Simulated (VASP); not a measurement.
CsRe: equation of state with PBE

CsRe:

```
Cs Re
1.0
     0.00000    3.12613    3.12613
     3.12613    0.00000    3.12613
     3.12613    3.12613    0.00000
Cs Re
1 1
Direct
  0.25000 0.25000 0.25000
  0.00000 0.00000 0.00000
```

The cell was built by a generator and needn't be a form met in nature.

```json
{"Program": "VASP 6.6.1", "Task": "equation of state", "Functional": "PBE", "Potentials or basis": "VASP PAW PBE potentials, release 64 (Cs_sv, Re)", "Cutoff": "520 eV", "k mesh": "7 × 7 × 7", "Occupations": "fermi-dirac, width 0.05 eV", "Spin": "no spin polarisation"}
```

| Property | Result |
| --- | --- |
| Equilibrium volume | 34.04 Å³/atom (rough: see the caveat) |
| Bulk modulus | 21 GPa (rough) |

Energy against volume, from the lowest point:
```csv
volume (Å³/atom),energy (meV/atom)
28.718,68.72
29.329,50.24
29.940,35.13
30.551,22.76
31.162,12.89
31.773,5.37
32.384,0.00
```

All runs of the series together: 2.3 min on 1 thread of Intel(R) Xeon(R) Platinum 8259CL CPU @ 2.50GHz (Skylake/Cascade Lake), with other jobs on the host.

Caveat: the fit is doubtful: noisy points or a state that changes with volume; the minimum lies outside the volumes run. Spin-orbit coupling is left out, which matters for the levels of Cs, Re.
